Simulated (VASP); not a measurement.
## PdS (relaxed from the rock salt structure, space group Fm-3m): computed properties

These are PBEsol GGA, VASP's PBE PAW potentials (set 64) (plane waves; VASP) values and carry that method's errors.

```yaml
space_group: Fm-3m (225)
cell: a = 4.9686 Å, b = 4.9686 Å, c = 4.9686 Å, α = 90.00°, β = 90.00°, γ = 90.00°
volume_per_atom: 15.33 Å³/atom
band gap (over mesh and band path): none (metal, semimetal or under 0.01 eV)
density: 7.50 g/cm³
```

```
PdS
1.0
    0.00000     2.48431     2.48431
    2.48431     0.00000     2.48431
    2.48431     2.48431     0.00000
Pd S
1 1
Direct
  0.00000   0.00000   0.00000
  0.50000   0.50000   0.50000
```

The structure was generated: PdS was put into the rock salt type (Fm-3m), which need not be its known phase. It was relaxed first, which changed the volume by -16 %. Symmetry was kept, so distortions that lower it aren't found.
